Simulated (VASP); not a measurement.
## SiC: transverse stress against strain

SiC (wurtzite, P6_3mc, 10.328 Å³/atom and stress up to 0.18 GPa in the relaxed cell, c along z) under an equal strain ε along x and y, with z held. r2SCAN in VASP (plane waves, PAW), 600 eV, 12×12×6 Γ-centred mesh, Gaussian smearing 0.05 eV; ions are relaxed, or left where forces stay under 0.02 eV/Å, within the symmetry of each cell. Stress is positive for a compressed cell.

Here s stands for strain and y for stress zz.

```
strain (%)  stress zz (GPa)
----------  ---------------
-1.50                  1.38
-1.00                  0.82
-0.50                  0.30
0.00                  -0.18
0.50                  -0.64
1.00                  -1.07
1.50                  -1.46
3.00                      ?
```

### Question
Fit y against s with a straight line, and predict the withheld value at s = 3.00.

### Answer
Means: s 0, y -0.121. About the means, the sum of products is -6.6200 and the sum of squares of s is 7.0000; the slope is their ratio. Least squares gives y = -0.121 - 0.9457·s. Residuals (row less fit): 0.082, -0.005, -0.052, -0.059, -0.046, -0.003, 0.080; standard error 0.066 (degrees of freedom: 5). The slope gives the elastic constant 2C13 = 95 ± 2 GPa (± standard error of the fit, which holds the terms cut off). At the withheld row, y = -0.121 - 0.9457 × 3.0 = -2.958 GPa. The calculation gives -2.51 GPa, 0.448 GPa above the prediction (11.5 % of the range of y in the table). The row lies outside the fitted rows, so this is an extrapolation. From the scatter of the fitted rows alone, a prediction at this place has a standard error of 0.102 GPa, so the miss is 4.4 times that.

A polynomial of degree 2 through the 12 other runs of the series gives -2.47 there, so most of the miss is curvature that the fit leaves out. SiC is here the rare 2H polytype. Rows are the converged runs of the series near zero and its far end, less any whose ions stayed unrelaxed beside relaxed ones; series whose fitted rows scatter by over a few per cent of the range, as at a crossing or softening among them, aren't shown in this form. Most that stay on the fit to the last digits aren't either.
